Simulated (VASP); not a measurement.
Level of theory: vdW-DF2, VASP's PBE PAW potentials (set 64) (plane waves; VASP).

VASP input:

File KPOINTS:
```
k-points along high-symmetry lines
10
Line-mode
Reciprocal
  0.000000   0.000000   0.000000 ! GAMMA
  0.000000   0.500000   0.000000 ! M

  0.000000   0.500000   0.000000 ! M
 -0.333333   0.666667   0.000000 ! K

 -0.333333   0.666667   0.000000 ! K
  0.000000   0.000000   0.000000 ! GAMMA

  0.000000   0.000000   0.000000 ! GAMMA
  0.000000   0.000000   0.500000 ! A

  0.000000   0.000000   0.500000 ! A
  0.000000   0.500000   0.500000 ! L

  0.000000   0.500000   0.500000 ! L
 -0.333333   0.666667   0.500000 ! H

 -0.333333   0.666667   0.500000 ! H
  0.000000   0.000000   0.500000 ! A

  0.000000   0.500000   0.500000 ! L
  0.000000   0.500000   0.000000 ! M

 -0.333333   0.666667   0.500000 ! H
 -0.333333   0.666667   0.000000 ! K
```

INCAR:
```
AGGAC = 0.0
ALGO = Normal
EDIFF = 1E-7
ENCUT = 520
GGA = ML
ICHARG = 11
ISMEAR = 0
LASPH = .TRUE.
LCHARG = .FALSE.
LMAXMIX = 6
LORBIT = 11
LREAL = .FALSE.
LUSE_VDW = .TRUE.
LWAVE = .FALSE.
NELM = 100
PREC = Accurate
SIGMA = 0.05
SYSTEM = WS2
ZAB_VDW = -1.8867
```

File POSCAR:
```
WS2
1
    1.6413056448    -2.8428247430     0.0000000000
    1.6413056448     2.8428247430     0.0000000000
    0.0000000000     0.0000000000    12.9228075319
W S
2 4
Direct
  0.3333330000   0.6666670000   0.2500000000
  0.6666670000   0.3333330000   0.7500000000
  0.3333330000   0.6666670000   0.8730049382
  0.6666670000   0.3333330000   0.3730049382
  0.6666670000   0.3333330000   0.1269950618
  0.3333330000   0.6666670000   0.6269950618
```

POTCAR, in this order: W_sv S (PBE.64 set). Program: vasp_std. Read from the step before: CHGCAR.

Output of the run:

**OSZICAR**
```
       N       E                     dE             d eps       ncg     rms          rms(c)
DAV:   1     0.530048800426E+03    0.53005E+03   -0.29158E+04  6300   0.164E+03
DAV:   2     0.445426267502E+01   -0.52559E+03   -0.51450E+03  6648   0.435E+02
DAV:   3    -0.286215739947E+02   -0.33076E+02   -0.32561E+02  7242   0.972E+01
DAV:   4    -0.296074761979E+02   -0.98590E+00   -0.98223E+00  6941   0.170E+01
DAV:   5    -0.296413483920E+02   -0.33872E-01   -0.33863E-01  7503   0.303E+00
DAV:   6    -0.296425061278E+02   -0.11577E-02   -0.11574E-02  7179   0.510E-01
DAV:   7    -0.296425513811E+02   -0.45253E-04   -0.45250E-04  7649   0.986E-02
DAV:   8    -0.296425534074E+02   -0.20263E-05   -0.20261E-05  6961   0.192E-02
DAV:   9    -0.296425535118E+02   -0.10449E-06   -0.10445E-06  5644   0.443E-03
DAV:  10    -0.296425535172E+02   -0.53678E-08   -0.54478E-08  4651   0.117E-03
   1 F= -.29642554E+02 E0= -.29642554E+02  d E =-.352321E-34
```

### OUTCAR
```
 val. band max:        5.9609558037   @ k =  -0.0000   0.0000   0.0000

 cond. band min:       6.9486408163   @ k =  -0.3333   0.6667   0.0000



 k-point     1 :       0.0000    0.0000    0.0000
  band No.  band energies     occupation
      1     -68.7766      2.00000
      2     -68.7765      2.00000
      3     -32.9632      2.00000
      4     -32.9632      2.00000
      5     -32.9000      2.00000
      6     -32.9000      2.00000
      7     -32.9000      2.00000
      8     -32.9000      2.00000
      9      -8.9057      2.00000
     10      -8.7621      2.00000
     11      -7.5750      2.00000
     12      -7.3187      2.00000
     13      -0.8004      2.00000
     14      -0.0420      2.00000
     15       2.6761      2.00000
     16       2.6761      2.00000
     17       2.6797      2.00000
     18       2.6867      2.00000
     19       2.6867      2.00000
     20       3.7361      2.00000
     21       3.7362      2.00000
     22       3.7699      2.00000
     23       3.7699      2.00000
     24       4.4259      2.00000
     25       5.1554      2.00000
     26       5.9610      2.00000
     27       8.0276      0.00000
     28       8.0345      0.00000
     29       8.0372      0.00000
     30       8.0413      0.00000
     31       8.0734      0.00000

 k-point     2 :       0.0000    0.0556    0.0000
  band No.  band energies     occupation
      1     -68.7763      2.00000
      2     -68.7762      2.00000
      3     -32.9620      2.00000
      4     -32.9620      2.00000
      5     -32.9070      2.00000
      6     -32.9070      2.00000
      7     -32.9017      2.00000
      8     -32.9016      2.00000
      9      -8.8628      2.00000
     10      -8.7195      2.00000
     11      -7.5572      2.00000
     12      -7.3044      2.00000
     13      -0.7447      2.00000
     14       0.0130      2.00000
     15       2.5539      2.00000
     16       2.5669      2.00000
     17       2.5912      2.00000
     18       2.7175      2.00000
...
```

The density is held fixed in this step, so its total energy and stress have no physical meaning. Unless said otherwise, spin-orbit coupling is left out, though it shifts the bands of the heavy elements here.

The compound is WS2 in the 2H layered structure. It was relaxed first, which changed the volume by +14 %.
